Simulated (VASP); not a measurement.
Here is the system:

```yaml
crystal:
  lattice:
    - [2.75845, 0.00000, 0.00000]
    - [0.00000, 2.75845, 0.00000]
    - [0.00000, 0.00000, 2.75845]
  atoms:
    - { symbol: Fe, position: [0.00000, 0.00000, 0.00000] }
    - { symbol: Co, position: [0.50000, 0.50000, 0.50000] }
```

Method: LDA (Ceperley-Alder, Perdew-Zunger) with spin-orbit coupling, VASP's LDA PAW potentials (set 64) (plane waves; VASP). Settings: 400 eV cut-off, 12×12×12 Γ-centred mesh, Gaussian smearing of 0.050 eV, potentials Fe Co.

The run has a spin-polarised start.

### Question
Give the energies of bands 10 to 23 at the high-symmetry points, in eV from the Fermi level.

### Answer

```
band      Γ      X      M      R
----  -----  -----  -----  -----
10    -1.65  -2.54  -1.64  -2.51
11    -1.63  -2.15  -1.48  -2.50
12    -1.35  -1.88  -1.20  -2.50
13    -1.34  -1.71  -0.20  -1.58
14    -1.30  -1.54  -0.19  -1.58
15    -0.51  -1.23  -0.13  -1.16
16    -0.47  -1.22  -0.13  -1.16
17    -0.43  -0.51   0.24   0.40
18     0.61  -0.45   0.24   0.40
19     0.61  -0.44   0.34   1.42
20     1.62  -0.38   0.35   1.42
21     1.66  -0.02   0.71   8.35
22     1.69   0.62   1.37   8.39
23     9.61   1.17   1.92   8.43
```

It has no gap at this level: it comes out as a metal or semimetal.

The structure comes from a computed database's FeCo entry (Pm-3m); how it stands against other phases isn't given here. It was relaxed first, which changed the volume by -8 %.
